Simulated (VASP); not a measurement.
Here is the system:

```xyz
3
Lattice="-1.6188 1.6188 3.9406 1.6188 -1.6188 3.9406 1.6188 1.6188 -3.9406" Properties=species:S:1:pos:R:3 pbc="T T T"
Si     0.0000     0.0000     5.2435
Si     0.0000     0.0000     2.6378
W      0.0000     0.0000     0.0000
```

Computed with PW91 GGA, VASP's PBE PAW potentials (set 64) (plane waves; VASP 6.6.1). Numerical set-up: 520 eV cut-off, Gaussian smearing of 0.050 eV, potentials Si W_sv.

Unless said otherwise, spin-orbit coupling is left out, though it shifts the bands of the heavy elements here.

Question: Estimate the band gap (along the path) with the smallest direct gap where there is one.

Answer: 
```json
{
  "band gap (along the path)": "none (metal, semimetal or under 0.01 eV)"
}
```

Only differences to runs with the same potentials and settings are physical.

The compound is WSi2 in the MoSi2 type structure. It was relaxed first.
